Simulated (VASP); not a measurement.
Given:

```xyz
2
Lattice="0.0000 2.2223 2.2223 2.2223 0.0000 2.2223 2.2223 2.2223 0.0000" Properties=species:S:1:pos:R:3 pbc="T T T"
Al     0.0000     0.0000     0.0000
N      1.1112     1.1112     1.1112
```

These are PBE GGA, VASP's PBE PAW potentials (set 64) (plane waves; VASP 6.6.1) values and carry that method's errors. Settings: 520 eV cut-off, 10×10×10 Γ-centred mesh, Gaussian smearing of 0.050 eV, potentials Al N.

Question: What does the run give for the energy per atom (σ→0), pressure, band gap (on the k-mesh) with the smallest direct gap where there is one?

Answer: 
```yaml
band gap (on the k-mesh): 3.29 eV
smallest direct gap (on the k-mesh): 3.74 eV
energy per atom (σ→0): -7.418 eV/atom
pressure: -5.40 GPa
```

The absolute energy has meaning only against runs of the same code, potentials and settings.

The compound is AlN in the zinc blende structure, a metastable form; wurtzite is the usual one. This cell is one point of a volume scan, at 1.03 of the reference volume.
